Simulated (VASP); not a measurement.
Here is the system:

```
BaF2
1.0
    0.00000     3.17537     3.17537
    3.17537     0.00000     3.17537
    3.17537     3.17537     0.00000
Ba F
1 2
Direct
  0.00000   0.00000   0.00000
  0.25000   0.25000   0.25000
  0.75000   0.75000   0.75000
```

Calculation: vdW-DF2, VASP's PBE PAW potentials (set 64) (plane waves; VASP). Numerical set-up: 520 eV cut-off, Gaussian smearing of 0.050 eV, potentials Ba_sv F.

Unless said otherwise, spin-orbit coupling is left out, though it shifts the bands of the heavy elements here.

### Question
Estimate the band gap (along the path) with the smallest direct gap where there is one.

### Answer

- band gap (along the path): 6.08 eV
- smallest direct gap (along the path): 6.14 eV

Total energies compare only between runs with the same potentials, cut-off and functional.

The compound is BaF2 in the fluorite structure. It was relaxed first, which changed the volume by +7 %.
